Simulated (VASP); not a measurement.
Given:

```xyz
3
Lattice="-2.3408 2.3408 4.3542 2.3408 -2.3408 4.3542 2.3408 2.3408 -4.3542" Properties=species:S:1:pos:R:3 pbc="T T T"
Ba     0.0000     0.0000     0.0000
Si     0.0000     0.0000     3.2585
Si     0.0000     0.0000     5.4499
```

The numbers are results of PBEsol GGA with spin-orbit coupling, VASP's PBE PAW potentials (set 64) (plane waves; VASP), not measurements. Settings: 400 eV cut-off, 8×8×8 Γ-centred mesh, Gaussian smearing of 0.050 eV, potentials Ba_sv Si.

Task: Estimate the energy per atom (σ→0), band gap (over mesh and band path) with the smallest direct gap where there is one.

Result: 
```json
{
 "band gap (over mesh and band path)": "none (metal, semimetal or under 0.01 eV)",
 "energy per atom (σ→0)": "-4.475 eV/atom"
}
```

The structure was generated: BaSi2 was put into the MoSi2 type (I4/mmm), which need not be its known phase. It was relaxed first, which changed the volume by +15 %.
